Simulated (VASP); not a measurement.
# Au (Gold): input slips in a relaxation and what they do

Some relaxations of Au (Gold) get a fault in the input on purpose. Which of them show, and how? The starting structure is a measured crystal structure from the Crystallography Open Database. The first relaxation on each setting starts from this cell expanded by 3 % in volume.

Main program and level: VASP 6.6.1; Kohn-Sham DFT with plane waves and PAW; PBEsol.

## Step 1: Starting point

The structure is cubic, space group Fm-3m (No. 225). The conventional cell has a = 4.078 Å, b = 4.078 Å, c = 4.078 Å, α = 90.00°, β = 90.00°, γ = 90.00°. Nearest to Au lie 12 Au at 2.88 Å.

Coordinates:

```xyz
1
Lattice="0.0000 2.0391 2.0391 2.0391 0.0000 2.0391 2.0391 2.0391 0.0000" Properties=species:S:1:pos:R:3 pbc="T T T"
Au    0.0000    0.0000    0.0000
```

## Step 2: Reference relaxation

INCAR

```
SYSTEM = Au
PREC = Accurate
ENCUT = 450
EDIFF = 1E-06
NELM = 100
ISMEAR = 1
SIGMA = 0.15
LREAL = .FALSE.
ALGO = Normal
GGA = PS
NBANDS = 11
LORBIT = 11
LWAVE = .FALSE.
LCHARG = .FALSE.
KPAR = 4
IBRION = 2
NSW = 50
ISIF = 3
EDIFFG = -0.004
```

POSCAR

```
Au
1.0
    0.0000000000      2.0593156695      2.0593156695
    2.0593156695      0.0000000000      2.0593156695
    2.0593156695      2.0593156695      0.0000000000
Au
1
Direct
    0.0000000000      0.0000000000      0.0000000000
```

KPOINTS

```
Automatic mesh
0
Gamma
18 18 18
0 0 0
```

Potentials, in the order of the species: Au (PBE family, release 64).

Command:

```console
$ mpirun -np 4 vasp_std
```

Output:

```text
[banner, memory and clock lines left out]
running    4 mpi-ranks, on    1 nodes
 distrk:  each k-point on    1 cores,    4 groups
 distr:  one band on    1 cores,    1 groups

 POSCAR found type information on POSCAR Au
 POSCAR found :  1 types and       1 ions
|                                                                             |
|               ----> ADVICE to this user running VASP <----                  |
|                                                                             |
|     You enforced a specific xc type in the INCAR file but a different       |
|     [... a line on the potential file left out ...]
|     I HOPE YOU KNOW WHAT YOU ARE DOING!                                     |
|                                                                             |

 LDA part: xc-table for (Slater+PW92), standard interpolation
 POSCAR, INCAR and KPOINTS ok, starting setup
 FFT: planning ... GRIDC
 FFT: planning ... GRID_SOFT
 FFT: planning ... GRID
 WAVECAR not read
 entering main loop
       N       E                     dE             d eps       ncg     rms          rms(c)
DAV:   1     0.408172648151E+02    0.40817E+02   -0.51633E+03  4666   0.780E+02
DAV:   2    -0.371668306769E+01   -0.44534E+02   -0.42150E+02  4895   0.177E+02
DAV:   3    -0.425331808390E+01   -0.53664E+00   -0.53602E+00  4903   0.187E+01
DAV:   4    -0.425504260648E+01   -0.17245E-02   -0.17244E-02  4791   0.125E+00
DAV:   5    -0.425505526497E+01   -0.12658E-04   -0.12659E-04  4938   0.103E-01    0.889E+00
DAV:   6    -0.394160217336E+01    0.31345E+00   -0.93802E-01  4530   0.812E+00    0.557E+00
DAV:   7    -0.392099827211E+01    0.20604E-01   -0.69102E-02  4890   0.218E+00    0.279E+00
DAV:   8    -0.391817183689E+01    0.28264E-02   -0.12854E-03  4617   0.350E-01    0.273E-01
DAV:   9    -0.391816303048E+01    0.88064E-05   -0.74845E-06  4812   0.246E-02    0.109E-02
DAV:  10    -0.391816638296E+01   -0.33525E-05   -0.11317E-06  4669   0.964E-03    0.145E-03
DAV:  11    -0.391816645159E+01   -0.68627E-07   -0.42838E-08  2439   0.178E-03
   1 F= -.39181665E+01 E0= -.39181907E+01  d E =-.391817E+01
[...]
2 F= -.39072159E+01 E0= -.39072144E+01  d E =0.109506E-01
[...]
3 F= -.39245233E+01 E0= -.39245243E+01  d E =-.635686E-02
[...]
4 F= -.39245234E+01 E0= -.39245241E+01  d E =-.635693E-02
 curvature:  -0.17 expect dE=-0.437E-06 dE for cont linesearch -0.437E-06
 ZBRENT: accuracy reached
 trial: gam= 0.00000 g(F)=  0.132E-63 g(S)=  0.258E-05 ort =-0.287E-03 (trialstep = 0.879E+00)
 search vector abs. value=  0.258E-05
 bond charge predicted
       N       E                     dE             d eps       ncg     rms          rms(c)
DAV:   1    -0.392455904951E+01   -0.36168E-04   -0.65882E-04  4488   0.251E-01    0.354E-02
DAV:   2    -0.392452578692E+01    0.33263E-04   -0.10233E-04  4407   0.848E-02    0.148E-02
DAV:   3    -0.392452384500E+01    0.19419E-05   -0.62722E-06  4218   0.203E-02    0.107E-02
DAV:   4    -0.392452332883E+01    0.51617E-06   -0.23584E-07  2307   0.363E-03
   5 F= -.39245233E+01 E0= -.39245244E+01  d E =0.537675E-07
 trial-energy change:    0.000000  1 .order   -0.000000   -0.000002    0.000002
 step:   0.4624(harm=  0.4624)  dis= 0.00000  next Energy=    -3.924524 (dE=-0.596E-06)
 reached required accuracy - stopping structural energy minimisation
```

It took 8.2 s on 4 MPI ranks of Intel Xeon 6975P-C (Granite Rapids), shared host; peak memory 0.63 GiB; 30 s of CPU time.

The logs omit lines about the potential files and the build; timing stands in the text.

OUTCAR, selected parts (step 2):

```text
ion  position               nearest neighbor table
   1  0.000  0.000  0.000-

  LATTYP: Found a face centered cubic cell.
 ALAT       =     4.1186313390

 Subroutine GETGRP returns: Found 48 space group operations
 (whereof 48 operations were pure point group operations)

The static configuration has the point symmetry O_h .

 Found    195 irreducible k-points:

   k-points           NKPTS =    195   k-points in BZ     NKDIM =    195   number of bands    NBANDS=     11

   dimension x,y,z NGX =    20 NGY =   20 NGZ =   20
   dimension x,y,z NGXF=    40 NGYF=   40 NGZF=   40

   ENCUT  =  450.0 eV  33.07 Ry    5.75 a.u.   5.04  5.04  5.04*2*pi/ulx,y,z

   NELECT =      11.0000    total number of electrons

 k-points in reciprocal lattice and weights: Automatic mesh
   0.00000000  0.00000000  0.00000000       0.000
   0.05555556  0.00000000  0.00000000       0.001
   0.11111111  0.00000000  0.00000000       0.001
   0.16666667  0.00000000  0.00000000       0.001
   0.22222222  0.00000000  0.00000000       0.001
   0.27777778  0.00000000  0.00000000       0.001
   0.33333333  0.00000000  0.00000000       0.001
   0.38888889  0.00000000  0.00000000       0.001
   0.44444444  0.00000000  0.00000000       0.001
[...]
-0.27777778  0.44444444  0.22222222       0.004
  -0.27777778  0.50000000  0.22222222       0.002

 average (electrostatic) potential at core
       1 -64.0532

 E-fermi :   9.2737

 k-point     1 :       0.0000    0.0000    0.0000
  band No.  band energies     occupation
    ...
      2       4.6204      2.00000
      3       4.6204      2.00000
      4       4.6204      2.00000
      5       6.1573      2.00000
      6       6.1573      2.00000
      7      23.8046      0.00000
      8      27.8093      0.00000
      9      27.8093      0.00000
     10      27.8093      0.00000
     11      32.6811      0.00000

 k-point     2 :       0.0556    0.0000    0.0000
  band No.  band energies     occupation
    ...
      2       4.5841      2.00000
      3       4.6581      2.00000
      4       4.6581      2.00000
      5       6.1398      2.00000
      6       6.1398      2.00000
      7      23.9343      0.00000
      8      27.0915      0.00000
      9      27.9388      0.00000
     10      27.9388      0.00000
     11      33.2993      0.00000

 k-point     3 :       0.1111    0.0000    0.0000
  band No.  band energies     occupation
    ...
      2       4.4919      2.00000
      3       4.7566      2.00000
      4       4.7566      2.00000
      5       6.1041      2.00000
      6       6.1041      2.00000
      7      24.2293      0.00000
      8      25.6113      0.00000
      9      28.3052      0.00000
     10      28.3052      0.00000
     11      33.0807      0.00000

  Total       -0.0037983     -0.0037983     -0.0037983      0.0000000      0.0000000      0.0000000
  in kB       -0.3577120     -0.3577120     -0.3577120      0.0000000      0.0000000      0.0000000
  external PRESSURE =      -0.3577120 kB  Pullay stress =       0.0000000 kB

  energy-cutoff  :      450.00
  volume of cell :       17.01
      direct lattice vectors                 reciprocal lattice vectors
     0.000000000  2.041317138  2.041317138    -0.244939892  0.244939892  0.244939892
     2.041317138  0.000000000  2.041317138     0.244939892 -0.244939892  0.244939892
     2.041317138  2.041317138  0.000000000     0.244939892  0.244939892 -0.244939892

 POSITION                                       TOTAL-FORCE (eV/Angst)
 -----------------------------------------------------------------------------------
      0.00000      2.04132      2.04132         0.000000      0.000000     -0.000000
 -----------------------------------------------------------------------------------
    total drift:                               -0.000000     -0.000000     -0.000000

  FREE ENERGIE OF THE ION-ELECTRON SYSTEM (eV)
  ---------------------------------------------------
  free  energy   TOTEN  =        -3.9245233288 eV

  energy  without entropy=       -3.9245264336  energy(sigma->0) =       -3.92452436

 reached required accuracy - stopping structural energy minimisation

 total charge
# of ion       s       p       d       tot
------------------------------------------
    1        0.536   0.359   8.750   9.646

[... 3 further parts left out ...]
```

This run has no spin polarisation. Its electron count is odd, so without a moment it is a metal by construction. The PAW data sets were made with PBE, which is usual practice but a small mismatch for other functionals. The run keeps the 48 symmetry operations of its start, so it cannot find a distortion of lower symmetry.

The reference relaxation ends at 17.012 Å³ an atom. Pressures at 0.985 and 1.015 times this volume, from two more relaxations that aren't shown, give a bulk modulus of 175.3 GPa.

## Step 3: Relaxation with a smearing far too wide

A slip made on purpose: a smearing far too wide. Against step 2 the input has ISMEAR = 0 and SIGMA = 2 (also changed: NELM).

INCAR: that of step 2 with these lines changed.

```diff
@@ -4,5 +4,5 @@
 EDIFF = 1E-06
-NELM = 100
-ISMEAR = 1
-SIGMA = 0.15
+NELM = 60
+ISMEAR = 0
+SIGMA = 2
 LREAL = .FALSE.
```

POSCAR is that of step 2.

KPOINTS is that of step 2.

Command:

```console
$ mpirun -np 4 vasp_std
```

Output:

```text
[banner, memory and clock lines left out]
running    4 mpi-ranks, on    1 nodes
[...]
[... a notice as in an earlier step ...]

 LDA part: xc-table for (Slater+PW92), standard interpolation
 POSCAR, INCAR and KPOINTS ok, starting setup
[...]
entering main loop
       N       E                     dE             d eps       ncg     rms          rms(c)
DAV:   1     0.400827604054E+02    0.40083E+02   -0.51633E+03  4666   0.780E+02
DAV:   2    -0.414663276463E+01   -0.44229E+02   -0.41934E+02  4895   0.177E+02
DAV:   3    -0.467901068737E+01   -0.53238E+00   -0.53138E+00  4903   0.186E+01
DAV:   4    -0.468072943593E+01   -0.17187E-02   -0.17187E-02  4791   0.124E+00
[...]
DAV:   9    -0.426695799897E+01    0.14780E-04   -0.14567E-05  4773   0.376E-02    0.126E-02
DAV:  10    -0.426696223084E+01   -0.42319E-05   -0.14507E-06  4713   0.103E-02    0.123E-03
DAV:  11    -0.426696234662E+01   -0.11578E-06   -0.79518E-08  2463   0.247E-03
   1 F= -.42669623E+01 E0= -.38465421E+01  d E =-.426696E+01
[... from here on, the cycles between the ionic steps are left out ...]
   2 F= -.42663201E+01 E0= -.38558485E+01  d E =0.642246E-03
   3 F= -.42676001E+01 E0= -.38513967E+01  d E =-.637766E-03
   4 F= -.42675998E+01 E0= -.38512624E+01  d E =-.637468E-03
[...]
reached required accuracy - stopping structural energy minimisation
```

Elapsed: 6.8 s, on 4 MPI ranks; peak memory 0.6 GiB; 25 s of CPU time.

Parts of OUTCAR (step 3):

```text
  Total       -0.0038076     -0.0038076     -0.0038076      0.0000000      0.0000000     -0.0000000
  in kB       -0.3522555     -0.3522555     -0.3522555      0.0000000      0.0000000     -0.0000000
  external PRESSURE =      -0.3522555 kB  Pullay stress =       0.0000000 kB

 POSITION                                       TOTAL-FORCE (eV/Angst)
 -----------------------------------------------------------------------------------
      0.00000      0.00000      0.00000         0.000000      0.000000      0.000000
 -----------------------------------------------------------------------------------
    total drift:                                0.000000      0.000000      0.000000

  FREE ENERGIE OF THE ION-ELECTRON SYSTEM (eV)
  ---------------------------------------------------
  free  energy   TOTEN  =        -4.2675998143 eV

  energy  without entropy=       -3.4349249298  energy(sigma->0) =       -3.85126237

[... 2 parts as in an earlier step ...]

[... 2 further parts left out ...]
[key lines of the parts left out:]
E-fermi :   9.2812
```

With a smearing far too wide the cell ends at 17.318 Å³ an atom, +1.80 % from the reference; the bulk modulus is 156.6 GPa against 175.3 GPa.

## Step 4: Relaxation with a functional's name that the tag doesn't take

A slip made on purpose: a functional's name that the tag doesn't take. Against step 2 the input has GGA = PBESOL (also changed: NELM).

INCAR: that of step 3 with these lines changed.

```diff
@@ -5,7 +5,7 @@
 NELM = 60
-ISMEAR = 0
-SIGMA = 2
+ISMEAR = 1
+SIGMA = 0.15
 LREAL = .FALSE.
 ALGO = Normal
-GGA = PS
+GGA = PBESOL
 NBANDS = 11
```

POSCAR is that of step 3.

KPOINTS is that of step 3.

Command:

```console
$ mpirun -np 4 vasp_std
```

Output:

```text
[banner, memory and clock lines left out]
running    4 mpi-ranks, on    1 nodes
[...]
|                                                                             |
|     EEEEEEE  RRRRRR   RRRRRR   OOOOOOO  RRRRRR      ###     ###     ###     |
|     E        R     R  R     R  O     O  R     R     ###     ###     ###     |
|     E        R     R  R     R  O     O  R     R     ###     ###     ###     |
|     EEEEE    RRRRRR   RRRRRR   O     O  RRRRRR       #       #       #      |
|     E        R   R    R   R    O     O  R   R                               |
|     E        R    R   R    R   O     O  R    R      ###     ###     ###     |
|     EEEEEEE  R     R  R     R  OOOOOOO  R     R     ###     ###     ###     |
|                                                                             |
|     Error: One of the selected functionals does not exist.                  |
|                                                                             |
|       ---->  I REFUSE TO CONTINUE WITH THIS SICK JOB ... BYE!!! <----       |
|                                                                             |

1
1
1
1
```

Elapsed: 3.6 s, on 4 MPI ranks.

VASP stopped with this message: “Error: One of the selected functionals does not exist”.

## Step 5: Relaxation with too few ionic steps

A slip made on purpose: too few ionic steps. Against step 2 the input has NSW = 2 (also changed: NELM).

INCAR: that of step 4 with these lines changed.

```diff
@@ -9,3 +9,3 @@
 ALGO = Normal
-GGA = PBESOL
+GGA = PS
 NBANDS = 11
@@ -16,3 +16,3 @@
 IBRION = 2
-NSW = 50
+NSW = 2
 ISIF = 3
```

POSCAR is that of step 4.

KPOINTS is that of step 4.

Command:

```console
$ mpirun -np 4 vasp_std
```

Output:

```text
[... set-up lines as in an earlier step ...]
 entering main loop
       N       E                     dE             d eps       ncg     rms          rms(c)
[... 11 cycles as in an earlier step ...]
   1 F= -.39181665E+01 E0= -.39181907E+01  d E =-.391817E+01
[...]
N       E                     dE             d eps       ncg     rms          rms(c)
[... 7 cycles as in an earlier step ...]
   2 F= -.39072159E+01 E0= -.39072144E+01  d E =0.109506E-01
 trial-energy change:    0.010951  1 .order    0.012748   -0.031916    0.057412
 step:   0.3859(harm=  0.3573)  dis= 0.00000  next Energy=    -3.924428 (dE=-0.626E-02)
```

The job ended after 4.6 s (4 MPI ranks; peak memory 0.58 GiB).

OUTCAR, selected parts (step 5):

```text
  Total        0.8447460      0.8447460      0.8447460     -0.0000000      0.0000000      0.0000000
  in kB       83.0030065     83.0030065     83.0030065     -0.0000000      0.0000000      0.0000000
  external PRESSURE =      83.0030065 kB  Pullay stress =       0.0000000 kB

 POSITION                                       TOTAL-FORCE (eV/Angst)
 -----------------------------------------------------------------------------------
      2.01266      0.00000      2.01266        -0.000000      0.000000     -0.000000
 -----------------------------------------------------------------------------------
    total drift:                                0.000000      0.000000     -0.000000

  FREE ENERGIE OF THE ION-ELECTRON SYSTEM (eV)
  ---------------------------------------------------
  free  energy   TOTEN  =        -3.9072158600 eV

  energy  without entropy=       -3.9072116169  energy(sigma->0) =       -3.90721445

[... 1 part as in an earlier step ...]

[... 2 further parts left out ...]
[key lines of the parts left out:]
E-fermi :  10.0235
```

The relaxation used up its 2 ionic steps (NSW) before forces and stress met EDIFFG.

## Step 6: Relaxation with a cutoff far too low

A slip made on purpose: a cutoff far too low. Against step 2 the input has PREC = Normal and ENCUT = 130 (also changed: NELM).

INCAR: that of step 5 with these lines changed.

```diff
@@ -1,4 +1,4 @@
 SYSTEM = Au
-PREC = Accurate
-ENCUT = 450
+PREC = Normal
+ENCUT = 130
 EDIFF = 1E-06
@@ -16,3 +16,3 @@
 IBRION = 2
-NSW = 2
+NSW = 50
 ISIF = 3
```

POSCAR is that of step 5.

KPOINTS is that of step 5.

Command:

```console
$ mpirun -np 4 vasp_std
```

Output:

```text
[... set-up lines as in an earlier step ...]
 entering main loop
       N       E                     dE             d eps       ncg     rms          rms(c)
DAV:   1     0.561658795064E+01    0.56166E+01   -0.26299E+03  5500   0.278E+02
DAV:   2    -0.438480450612E+01   -0.10001E+02   -0.96894E+01  4953   0.668E+01
DAV:   3    -0.443984189115E+01   -0.55037E-01   -0.55034E-01  4683   0.389E+00
DAV:   4    -0.443986008160E+01   -0.18190E-04   -0.18190E-04  4776   0.863E-02
[...]
DAV:   9    -0.139404599326E+01    0.54083E-03   -0.36402E-03  4590   0.441E-01    0.939E-02
DAV:  10    -0.139407709536E+01   -0.31102E-04   -0.82632E-06  4710   0.208E-02    0.400E-02
DAV:  11    -0.139407789783E+01   -0.80247E-06   -0.42796E-06  4649   0.154E-02
   1 F= -.13940779E+01 E0= -.13939526E+01  d E =-.139408E+01
[...]
-----------------------------------------------------------------------------
|                                                                             |
|     EEEEEEE  RRRRRR   RRRRRR   OOOOOOO  RRRRRR      ###     ###     ###     |
[...]
|     E        R   R    R   R    O     O  R   R                               |
|     E        R    R   R    R   O     O  R    R      ###     ###     ###     |
|     EEEEEEE  R     R  R     R  OOOOOOO  R     R     ###     ###     ###     |
|                                                                             |
|     Orbital orthonormalization failed in the inversion of matrix            |
|     LAPACK: Routine ZPOTRF failed! kpoint: 1 spin: 1                        |
|                                                                             |
|     Possible solutions for this issue are:                                  |
|     - Please check whether the atoms are too close to each other.           |
|     - Decreasing POTIM might help during relaxations or MDs.                |
|     - Deleting CHGCAR or WAVECAR if incompatible with the structure.        |
|     - Try calculating without symmetrizing (ISYM = 0 or ISYM = -1).         |
|     - As last resort: using a different PAW for some of the atoms.          |
|                                                                             |
|       ---->  I REFUSE TO CONTINUE WITH THIS SICK JOB ... BYE!!! <----       |
|                                                                             |
 -----------------------------------------------------------------------------

1
1
1
1
```

The job ended after 4.2 s (4 MPI ranks).

VASP stopped with this message: “Orbital orthonormalization failed in the inversion of matrix LAPACK: Routine ZPOTRF failed! kpoint: 1 spin: 1”.

## Step 7: Comparison

| run | ended | volume (Å³/atom) | change (%) | bulk modulus (GPa) | pressure left (GPa) | core minutes |
| --- | --- | --- | --- | --- | --- | --- |
| reference | converged | 17.012 | - | 175.3 | -0.04 | 0.547 |
| a smearing far too wide | converged | 17.318 | 1.8 | 156.6 | -0.04 | 0.453 |
| a functional's name that the tag doesn't take | stopped by VASP | - | - | - | - | 0.24 |
| too few ionic steps | not converged | - | - | - | - | 0.307 |
| a cutoff far too low | stopped by VASP | - | - | - | - | 0.28 |

Core minutes are wall time times ranks, summed over the relaxations behind a row (those for a bulk modulus apart), on shared hosts.

## Step 8: Results

* volume of the reference: 17.01 Å³/atom
* volume against the reference, a smearing far too wide: +1.80 %
* run with a functional's name that the tag doesn't take: stopped by VASP
* run with too few ionic steps: not converged
* run with a cutoff far too low: stopped by VASP

In words: VASP stopped by itself in the runs with a functional's name that the tag doesn't take and a cutoff far too low. The run with too few ionic steps didn't converge. Finished, but with signs in the output that stand out against the reference: a smearing far too wide, with the volume changed by +1.8 % (signs: -1.3 GPa at the first ionic step (reference: -4.3 GPa) and a large entropy term in the energy). Further runs on this material are not shown.

[Lines on the potential files, build, host, timing and source positions are cut from VASP's logs without a mark.]

[Logs are printed without paths, hosts, clocks, repeated set-up lines and the standing remarks that a program may print on its own settings, such as how far it seeks lower states.]

[Hosts, paths, dates, database ids (printed as entryN), source tags and the programs' standing remarks are cut or masked in the printed files.]
